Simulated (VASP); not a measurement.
Data:

```
GaC32Si31
1.0
    8.75833     0.00000     0.00000
    0.00000     8.75833     0.00000
    0.00000     0.00000     8.75833
Si C Ga
31 32 1
Direct
  0.50000   0.00000   0.00000
  0.75000   0.25000   0.00000
  0.75000   0.00000   0.25000
  0.00000   0.00000   0.00000
  0.25000   0.25000   0.00000
  0.50000   0.50000   0.00000
  0.75000   0.75000   0.00000
  0.25000   0.00000   0.25000
  0.49721   0.24506   0.25490
  0.74875   0.49861   0.25174
  0.50000   0.00000   0.50000
  0.75309   0.24784   0.50548
  0.75000   0.00000   0.75000
  0.00000   0.50000   0.00000
  0.25000   0.75000   0.00000
  0.00000   0.25000   0.25000
  0.24644   0.50257   0.25135
  0.50097   0.75119   0.24779
  0.00000   0.00000   0.50000
  0.25455   0.24908   0.50060
  0.74475   0.74807   0.49925
  0.25000   0.00000   0.75000
  0.50211   0.24519   0.75007
  0.74645   0.50413   0.74946
  0.00000   0.75000   0.25000
  0.00000   0.50000   0.50000
  0.25211   0.75456   0.49802
  0.00000   0.25000   0.75000
  0.25515   0.49642   0.75523
  0.50409   0.74889   0.75497
  0.00000   0.75000   0.75000
  0.62500   0.12500   0.12500
  0.87500   0.37500   0.12500
  0.87500   0.12500   0.37500
  0.12500   0.12500   0.12500
  0.37500   0.37500   0.12500
  0.62500   0.62500   0.12500
  0.87500   0.87500   0.12500
  0.37500   0.12500   0.37500
  0.62553   0.38036   0.37956
  0.87500   0.62500   0.37500
  0.62500   0.12500   0.62500
  0.87500   0.37500   0.62500
  0.87500   0.12500   0.87500
  0.12500   0.62500   0.12500
  0.37500   0.87500   0.12500
  0.12500   0.37500   0.37500
  0.37621   0.62719   0.37546
  0.62500   0.87500   0.37500
  0.12500   0.12500   0.62500
  0.37639   0.38037   0.62690
  0.62227   0.62030   0.62699
  0.87500   0.87500   0.62500
  0.37500   0.12500   0.87500
  0.62500   0.37500   0.87500
  0.87500   0.62500   0.87500
  0.12500   0.87500   0.37500
  0.12500   0.62500   0.62500
  0.37500   0.87500   0.62500
  0.12500   0.37500   0.87500
  0.37500   0.62500   0.87500
  0.62500   0.87500   0.87500
  0.12500   0.87500   0.87500
  0.49939   0.49684   0.50442
```
Cell charge +1.

Computed with PBE GGA, VASP's PBE PAW potentials (set 64) (plane waves; VASP). Run with PREC = Normal, LREAL = Auto, ISYM = 0, NELECT = 254.0, EDIFF = 1E-5, 400 eV cut-off, 1×1×1 Γ-centred mesh, Gaussian smearing of 0.050 eV, potentials Si C Ga.

The cell is charged, with a uniform compensating background. The supercell is sampled at Γ alone, which is coarse: total energies, pressure and levels can be off, energies of defects by several tenths of an eV.

Task: The ions are relaxed. Which structure does the run end with?

Result: 
```
GaC32Si31
1.0
    8.75833     0.00000     0.00000
    0.00000     8.75833     0.00000
    0.00000     0.00000     8.75833
Si C Ga
31 32 1
Cartesian
  4.38150   0.00060   0.00450
  6.57092   2.18703   0.00250
  6.57032   8.75665   2.19288
  0.00118   8.75764   0.00280
  2.19097   2.18830   0.00800
  4.38088   4.37656   0.00638
  6.57142   6.56749   0.00675
  2.19051   0.00158   2.19395
  4.38800   2.17955   2.18904
  6.57859   4.36810   2.18718
  4.38160   8.75644   4.38337
  6.57887   2.18115   4.37837
  6.57173   8.75719   6.57244
  8.75802   4.37616   0.00402
  2.18820   6.56849   0.00147
  0.00405   2.18923   2.19346
  2.18245   4.38260   2.18613
  4.37577   6.57591   2.18202
  0.00022   8.75745   4.38263
  2.18141   2.17877   4.39211
  6.57587   6.57360   4.38889
  2.18999   8.75541   6.57304
  4.37427   2.17786   6.58174
  6.57646   4.38278   6.58114
  8.75541   6.56809   2.19462
  0.00270   4.37910   4.38411
  2.18481   6.57613   4.37865
  8.75820   2.18866   6.57430
  2.18323   4.36914   6.58458
  4.38629   6.57586   6.58549
  0.00394   6.56679   6.57015
  5.47761   1.08586   1.08918
  7.67456   3.28129   1.08789
  7.67417   1.08713   3.28342
  1.09510   1.09545   1.09876
  3.28513   3.28326   1.10163
  5.47736   5.47316   1.09873
  7.66440   7.66566   1.09825
  3.28396   1.09433   3.29014
  5.54784   3.21123   3.21567
  7.66325   5.47359   3.28873
  5.47692   1.09414   5.47845
  7.66507   3.28586   5.47934
  7.66409   1.09494   7.66594
  1.08180   5.47990   1.08811
  3.27929   7.67683   1.08545
  1.09656   3.28466   3.28895
  3.20689   5.55506   3.20745
  5.47488   7.66348   3.28526
  1.08293   1.08391   5.48133
  3.20762   3.20804   5.55535
  5.54732   5.55230   5.55502
  7.67463   7.67306   5.47830
  3.28000   1.08527   7.67798
  5.47468   3.28249   7.66773
  7.67422   5.47935   7.67524
  1.08391   7.67553   3.28369
  1.09927   5.47417   5.47867
  3.28602   7.66411   5.48017
  1.08479   3.28185   7.68056
  3.28406   5.47414   7.67089
  5.47945   7.67600   7.68015
  1.09370   7.66407   7.66514
  4.37708   4.37381   4.38694
```
Cell charge +1.

Task: How much energy does the relaxation gain?

Result: The energy (σ→0) changes by -25.6 meV/atom, in 10 ionic steps.

The cell is a supercell with a defect, built from SiC (zinc blende): Ga_Si, charge +1. The run is not spin-polarised, so no state with unpaired spins was tried.
